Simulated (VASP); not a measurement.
Here is a VASP 6.6.1 calculation.

The input POSCAR:

```
BiTe
1.0
    0.0000000000      3.2350000000      3.2350000000
    3.2350000000      0.0000000000      3.2350000000
    3.2350000000      3.2350000000      0.0000000000
Bi Te
1 1
Direct
    0.0000000000      0.0000000000      0.0000000000
    0.5000000000      0.5000000000      0.5000000000
```

The input INCAR.step1:

```
PREC     = Accurate       # precision mode
ENCUT    = 520            # plane-wave cutoff, eV
EDIFF    = 1E-5           # SCF threshold, eV
ISMEAR   = -1             # smearing method
SIGMA    = 0.05           # smearing width, eV
LREAL    = F              # projectors in reciprocal space
LASPH    = T              # aspherical terms in the spheres
NELM     = 80             # most SCF steps
ALGO     = Normal         # electronic algorithm
ISIF     = 2              # what is computed and relaxed
LWAVE    = T              # write WAVECAR
LCHARG   = F              # write CHGCAR
GGA      = PE             # functional
```

INCAR.step2

```
PREC     = Accurate       # precision mode
ENCUT    = 520            # plane-wave cutoff, eV
EDIFF    = 1E-7           # SCF threshold, eV
ISMEAR   = -1             # smearing method
SIGMA    = 0.05           # smearing width, eV
LREAL    = F              # projectors in reciprocal space
LASPH    = T              # aspherical terms in the spheres
NELM     = 80             # most SCF steps
ALGO     = Normal         # electronic algorithm
ISIF     = 2              # what is computed and relaxed
LWAVE    = F              # write WAVECAR
LCHARG   = F              # write CHGCAR
GGA      = PE             # functional
LHFCALC  = T              # exact exchange
HFSCREEN = 0.15           # screening, 1/A
AEXX     = 0.25           # exact-exchange fraction
PRECFOCK = Fast         
ISTART   = 1
```

The input KPOINTS:

```
Automatic mesh
0
Gamma
  4 4 4
```

Potentials or basis: VASP PAW PBE potentials, release 64 (Bi_d, Te).

The run is started by

```bash
$ cat potpaw_PBE.64/Bi_d/POTCAR potpaw_PBE.64/Te/POTCAR > POTCAR
$ cp INCAR.step1 INCAR
$ mpirun -np 1 vasp_std > vasp.out
$ cp INCAR.step2 INCAR
$ mpirun -np 1 vasp_std > vasp.out
```

**Question.** Estimate the pressure.

**Answer.** -1.7 GPa.

**Question.** Estimate the band gap on the k mesh.

**Answer.** None (metal or under the smearing width).

Caveat: the k mesh is coarse (spacing up to 0.42 Å⁻¹), so the values aren't converged, least of all with exact exchange; the PAW data sets were made with another functional, which shifts forces and pressure a little; spin-orbit coupling is left out, which moves the levels of the heavy elements.
